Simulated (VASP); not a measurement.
Crystal: Mg2TiN2.

```xyz
5
Lattice="3.7965 0.0000 0.0000 -1.8982 3.2878 0.0000 0.0000 0.0000 5.4791" Properties=species:S:1:pos:R:3 pbc="T T T"
Mg    0.0000    2.1919    0.0000
Mg    1.8982    1.0959    0.0000
Ti    0.0000    0.0000    0.0000
N     0.0000    0.0000    3.4203
N     0.0000    0.0000    2.0588
```

The cell was built by a generator and needn't be a form met in nature.

| Property | Result |
| --- | --- |
| Program | VASP 6.6.1 |
| Task | relaxation of cell and atoms |
| Functional | PBE |
| Potentials or basis | VASP PAW PBE potentials, release 64 (Mg, Ti_sv, N) |
| Cutoff | 520 eV |
| k mesh | 4 × 4 × 3 |
| Occupations | gaussian, width 0.15 eV |
| Spin | no spin polarisation |

At the start: pressure 44.1 GPa; volume 13.68 Å³/atom.

Q: Where does the relaxation end?

A: Over 23 steps the energy falls by 2084.4 meV/atom and the volume is 21.38 Å³/atom (+56.3 %); space group P6/mmm (No. 191, to 0.05 Å).

Step by step:
| step | energy change (eV) | largest force (eV/Å) | pressure (GPa) | volume (Å³) |
| --- | --- | --- | --- | --- |
| 1 | 0.0000 | 4.8210 | 44.06 | 68.39 |
| 2 | 52.0414 | 278.8615 | 99.03 | 103.04 |
| 3 | -5.4204 | 0.1815 | 26.73 | 79.08 |
| 4 | -7.8251 | 1.8396 | 24.82 | 81.23 |
| 5 | -8.2984 | 18.9102 | 27.79 | 87.86 |
| 6 | -8.5633 | 11.1371 | 25.58 | 85.68 |
| 7 | -2.8252 | 9.8055 | -11.52 | 144.07 |
| 8 | -9.7196 | 5.8886 | 0.51 | 101.03 |
| 9 | -9.8860 | 5.0354 | 3.28 | 98.29 |
| 10 | -9.9270 | 3.9867 | 5.47 | 96.01 |
| 11 | -10.0762 | 0.3857 | -5.47 | 118.49 |
| 12 | -10.3702 | 2.0281 | -1.30 | 108.22 |
| 13 | -10.3707 | 2.1246 | -1.11 | 107.75 |
| 14 | -9.9911 | 9.4864 | 7.57 | 103.58 |
| 15 | -10.4148 | 0.0772 | 0.83 | 106.56 |
| 16 | -10.4149 | 0.0131 | 0.51 | 106.60 |
| 17 | -10.4215 | 0.1341 | -0.13 | 107.01 |
| 18 | -10.4218 | 0.1001 | -0.19 | 106.95 |
| 19 | -10.4217 | 0.0965 | -0.01 | 106.91 |
| 20 | -10.4218 | 0.1041 | -0.06 | 106.92 |
| 21 | -10.4218 | 0.1036 | -0.09 | 106.94 |
| 22 | -10.4213 | 0.2731 | 0.32 | 106.87 |
| 23 | -10.4219 | 0.0129 | -0.06 | 106.92 |

Final structure:
```yaml
crystal:
  lattice:
    - [4.94877, 0.00000, 0.00000]
    - [-2.47438, 4.28576, 0.00000]
    - [0.00000, 0.00000, 5.04106]
  atoms:
    - { symbol: Mg, position: [0.33333, 0.66667, 0.00000] }
    - { symbol: Mg, position: [0.66667, 0.33333, 0.00000] }
    - { symbol: Ti, position: [0.00000, 0.00000, 0.00000] }
    - { symbol: N, position: [0.00000, 0.00000, 0.62051] }
    - { symbol: N, position: [0.00000, 0.00000, 0.37949] }
```

Caveat: the k mesh is coarse (spacing up to 0.48 Å⁻¹), so the values aren't converged; the volume moved by over 15 % at a fixed basis, so the end points are rough; the relaxation stopped at a loose force limit of 0.08 eV/Å, so its end isn't a converged minimum.
